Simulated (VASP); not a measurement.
Input for VASP

File KPOINTS:
```
Automatic mesh
0
gamma
  19 19 10
```

**INCAR**
```
SYSTEM = Co
PREC = Accurate
ENCUT = 520
EDIFF = 1E-7
NELM = 100
ALGO = Normal
LREAL = .FALSE.
LASPH = .TRUE.
ISMEAR = -5
GGA = MK
PARAM1 = 0.1234568
PARAM2 = 0.7114
ZAB_VDW = -1.8867
LUSE_VDW = .TRUE.
AGGAC = 0.0
LMAXMIX = 4
ISPIN = 2
MAGMOM = 1.6 1.6
LORBIT = 11
LWAVE = .FALSE.
LCHARG = .TRUE.
NEDOS = 601
ISIF = 2
```

**POSCAR**
```
Co
1.0
  1.2367109225  -2.1420463782   0.0000000000
  1.2367109225   2.1420463782   0.0000000000
  0.0000000000   0.0000000000   3.9876323226
Co
2
Cart
  1.2367109225   0.7140168874   0.9969080807
  1.2367109225  -0.7140168874   2.9907242420
```

POTCAR, in this order: Co (PBE.64 set). Program: vasp_std.

### Question
Translate this rev-vdW-DF2 calculation to Quantum ESPRESSO's pw.x.

### Answer
One equivalent input (not run):
```
&CONTROL
  calculation = 'scf'
  pseudo_dir = './pseudo'
  outdir = './out'
  tprnfor = .true.
  tstress = .true.
/
&SYSTEM
  ibrav = 0
  nat = 2
  ntyp = 1
  ecutwfc = 96
  occupations = 'tetrahedra'
  input_dft = 'vdw-df2-b86r'
  nspin = 2
  starting_magnetization(1) = 0.16
/
&ELECTRONS
  conv_thr = 7.3e-09
  electron_maxstep = 100
/
ATOMIC_SPECIES
  Co 58.933 Co.upf
CELL_PARAMETERS angstrom
     1.2367109   -2.1420464   -0.0000000
     1.2367109    2.1420464   -0.0000000
     0.0000000    0.0000000    3.9876323
ATOMIC_POSITIONS crystal
  Co   0.3333330  0.6666670  0.2500000
  Co   0.6666670  0.3333330  0.7500000
K_POINTS automatic
  19 19 10 0 0 0
```
The two are equivalent in intent, not identical: the potentials are each code's own (VASP's PAW set, PseudoDojo norm-conserving files in pw.x), so ENCUT and ecutwfc are chosen apart and not converted; conv_thr bounds pw.x's estimated SCF error, while EDIFF bounds the energy change between steps; starting_magnetization is a fraction of the valence charge and MAGMOM a moment in μB, so they match only roughly.

The compound is Co in the hcp structure. It was relaxed first.
